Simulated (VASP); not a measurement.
Set up this calculation in VASP 6.6.1, as the native input.

* Task: relaxation of cell and atoms
* Functional: PBE
* Potentials or basis: VASP PAW PBE potentials, release 64 (Zn, Te, O)
* Cutoff: 520 eV
* k mesh: 4 × 4 × 4
* Occupations: gaussian, width 0.03 eV
* Spin: no spin polarisation
* Further INCAR settings: ALGO = Normal; EDIFF = 1e-06; IBRION = 2; EDIFFG = -0.01; NSW = 90; ISIF = 3

The structure of Zn4Te3O lies in POSCAR:

```
Zn4Te3O
1.0
    6.6000000000      0.0000000000      0.0000000000
    0.0000000000      6.6000000000      0.0000000000
    0.0000000000      0.0000000000      6.6000000000
Zn Te O
4 3 1
Direct
    0.1738383800      0.8261616200      0.8261616200
    0.1738383800      0.1738383800      0.1738383800
    0.8261616200      0.1738383800      0.8261616200
    0.8261616200      0.8261616200      0.1738383800
    0.0000000000      0.5000000000      0.0000000000
    0.5000000000      0.0000000000      0.0000000000
    0.0000000000      0.0000000000      0.5000000000
    0.0000000000      0.0000000000      0.0000000000
```

The cell was built by a generator and needn't be a form met in nature.

The input as run:

INCAR

```
SYSTEM = Zn4Te3O
PREC     = Accurate       ! precision mode
ENCUT    = 520            ! plane-wave cutoff, eV
EDIFF    = 1E-6           ! SCF threshold, eV
ISMEAR   = 0              ! smearing method
SIGMA    = 0.03           ! smearing width, eV
LREAL    = .False.        ! projectors in reciprocal space
LASPH    = .True.         ! aspherical terms in the spheres
NELM     = 120            ! most SCF steps
ALGO     = Normal         ! electronic algorithm
ISIF     = 3              ! what is computed and relaxed
LWAVE    = .False.        ! write WAVECAR
LCHARG   = .False.        ! write CHGCAR
GGA      = PE             ! functional
IBRION   = 2              ! ionic algorithm
NSW      = 90             ! ionic steps
EDIFFG   = -0.01          ! ionic threshold
KPAR     = 4
```

KPOINTS

```
Automatic mesh
0
Gamma
  4 4 4
  0 0 0
```

Potentials or basis: VASP PAW PBE potentials, release 64 (Zn, Te, O).

The run is started by

```sh
$ cat potpaw_PBE.64/Zn/POTCAR potpaw_PBE.64/Te/POTCAR potpaw_PBE.64/O/POTCAR > POTCAR
$ mpirun -np 4 vasp_std > vasp.out
```

It gave:

| Quantity | Value |
| --- | --- |
| Relaxed volume | 36.42 Å³/atom |
| Relaxed cell | a = 6.630 Å, b = 6.630 Å, c = 6.630 Å, α = 90.00°, β = 90.00°, γ = 90.00° |
| Space group after relaxing (to 0.05 Å) | P-43m (No. 215) |
| Energy gained by relaxing | 0.7 meV/atom |
| Ionic steps | 6 |
| Pressure after relaxing | 0.0 GPa |
| Largest force after relaxing | 0.007 eV/Å |
| Band gap on the k mesh | 1.17 eV, direct |

Caveat: spin-orbit coupling is left out, which moves the levels of the heavy elements.

It took 4.1 min on 4 MPI ranks on Intel(R) Xeon(R) Platinum 8488C (Sapphire Rapids), on a shared host, peak memory 0.43 GiB a rank.
